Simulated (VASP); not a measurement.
All values below come from r2SCAN meta-GGA, VASP's PBE PAW potentials (set 64) (plane waves; VASP).

VASP ran on this input.

**INCAR**
```
ALGO = Normal
EDIFF = 1E-8
EDIFFG = -0.001
ENCUT = 400
IBRION = 1
ISIF = 2
ISMEAR = 0
LASPH = .TRUE.
LCHARG = .FALSE.
LMAXMIX = 4
LMIXTAU = .TRUE.
LREAL = .FALSE.
LWAVE = .FALSE.
METAGGA = R2SCAN
NELM = 100
NSW = 30
PREC = Accurate
SIGMA = 0.05
SYSTEM = MgI2
```

File POSCAR:
```
MgI2
1
    2.0897831987    -3.6196102423     0.0000000000
    2.0897831987     3.6196102423     0.0000000000
    0.0000000000     0.0000000000     7.1545389457
Mg I
1 2
Direct
  0.0000000000   0.0000000000   0.0000000000
  0.3333330000   0.6666670000   0.2328399473
  0.6666670000   0.3333330000   0.7671600527
```

**KPOINTS**
```
Automatic mesh
0
Gamma
6 6 3
0 0 0
```

POTCAR, in this order: Mg I (PBE.64 set). Program: vasp_std.

Predict the energy per atom (σ→0).

```yaml
energy per atom (σ→0): -18.978 eV/atom
```

### OSZICAR
```
...
DAV:   3    -0.569341044824E+02   -0.87383E-05   -0.30851E-06   424   0.200E-02    0.570E-03
DAV:   4    -0.569341056367E+02   -0.11543E-05   -0.50941E-07   452   0.706E-03    0.266E-03
DAV:   5    -0.569341063934E+02   -0.75669E-06   -0.42682E-07   416   0.739E-03    0.570E-04
DAV:   6    -0.569341064466E+02   -0.53229E-07   -0.99315E-08   432   0.347E-03    0.684E-04
DAV:   7    -0.569341064860E+02   -0.39385E-07   -0.14852E-08   312   0.158E-03    0.371E-04
DAV:   8    -0.569341064754E+02    0.10577E-07   -0.14625E-08   312   0.137E-03    0.940E-05
DAV:   9    -0.569341064796E+02   -0.41896E-08   -0.10969E-08   296   0.119E-03
   3 F= -.56934106E+02 E0= -.56934106E+02  d E =-.972458E-05
```

The compound is MgI2 in the 1T layered structure. This run relaxes the ions in a fixed cell. Symmetry was kept, so distortions that lower it aren't found. The start is the result of an earlier pass.
